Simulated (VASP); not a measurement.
# Rh: relaxation of the atoms with PBE

Crystal: Rh.

```xyz
1
Lattice="0.0000 1.9523 1.9523 1.9523 0.0000 1.9523 1.9523 1.9523 0.0000" Properties=species:S:1:pos:R:3 pbc="T T T"
Rh    0.0000    0.0000    0.0000
```

The cell isn't the ideal one: a relaxed cell with its volume scaled by 1.06.

```
Program                : VASP 6.6.1
Task                   : relaxation of the atoms
Functional             : PBE
Potentials or basis    : VASP PAW PBE potentials, release 64 (Rh_pv)
Cutoff                 : 600 eV
k mesh                 : 16 × 16 × 16
Occupations            : methfessel-paxton, width 0.1 eV
Spin                   : no spin polarisation
Further INCAR settings : ALGO = Normal; EDIFF = 1e-07; IBRION = 2; EDIFFG = -0.01; NSW = 40
```

| Property | Result |
| --- | --- |
| Pressure after relaxing | -12.9 GPa |
| Band gap on the k mesh | none (metal or under the smearing width) |

Final structure:
```cif
data_structure
_symmetry_space_group_name_H-M 'P 1'
_symmetry_Int_Tables_number 1
_cell_length_a 2.7609
_cell_length_b 2.7609
_cell_length_c 2.7609
_cell_angle_alpha 60.000
_cell_angle_beta 60.000
_cell_angle_gamma 60.000
_cell_volume 14.88
loop_
_atom_site_label
_atom_site_type_symbol
_atom_site_fract_x
_atom_site_fract_y
_atom_site_fract_z
_atom_site_occupancy
Rh1 Rh 0.00000 0.00000 0.00000 1
```

Levels at points of the mesh, in eV from the Fermi level:
| k point | band 5 | band 6 | band 7 | band 8 | band 9 | band 10 |
| --- | --- | --- | --- | --- | --- | --- |
| (0.00, 0.00, 0.00) | -2.70 | -2.70 | -2.70 | -0.86 | -0.86 | 16.04 |
| (0.50, 0.00, 0.00) | -2.76 | -2.76 | 0.51 | 0.51 | 0.85 | 7.88 |
| (0.50, 0.50, 0.00) | -5.25 | 0.48 | 0.87 | 0.87 | 3.20 | 11.32 |

Run time: 15 s on 1 thread of Intel(R) Xeon(R) Platinum 8488C (Sapphire Rapids), on a shared host, peak memory 0.16 GiB.

Caveat: the relaxation stopped at its first step, so nothing moved.
